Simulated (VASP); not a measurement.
```
HfS2
1.0
    1.85130    -3.20655     0.00000
    1.85130     3.20655     0.00000
    0.00000     0.00000     5.96700
Hf S
1 2
Direct
  0.00000   0.00000   0.00000
  0.33333   0.66667   0.25000
  0.66667   0.33333   0.75000
```

The base run (VASP): PBE GGA, plane waves, VASP's PBE PAW potentials (set 64). Run with 400 eV cut-off, 6×6×4 Γ-centred mesh, Gaussian smearing of 0.050 eV, potentials Hf_pv S.

One setting is varied; ΔE counts from the base run. The base run took about 7 core-seconds. The timings are rough (shared machines, no repeats); factors under 2 mean little.

```
setting                               cost over the base run  electronic steps  ΔE (meV/atom)
------------------------------------  ----------------------  ----------------  -------------
base run                                           reference                14            0.0
AMIX = 0.6, BMIX = 1.0, IMIX = 4        within a factor of 2                14            0.0
AMIX = 0.6, BMIX = 3.0, IMIX = 4        within a factor of 2                16            0.0
AMIX = 1.0, BMIX = 3.0, IMIX = 1        within a factor of 2                19            0.0
AMIX = 0.2, BMIX = 1.0, IMIX = 1               about 2 times                35            0.0
AMIX = 0.05, BMIX = 0.0001, IMIX = 1           about 3 times                50            0.1
```

Left out are runs that failed, have no time on record or changed the cell.

The compound is HfS2 in the 1T layered structure. The cell was not relaxed at this level.
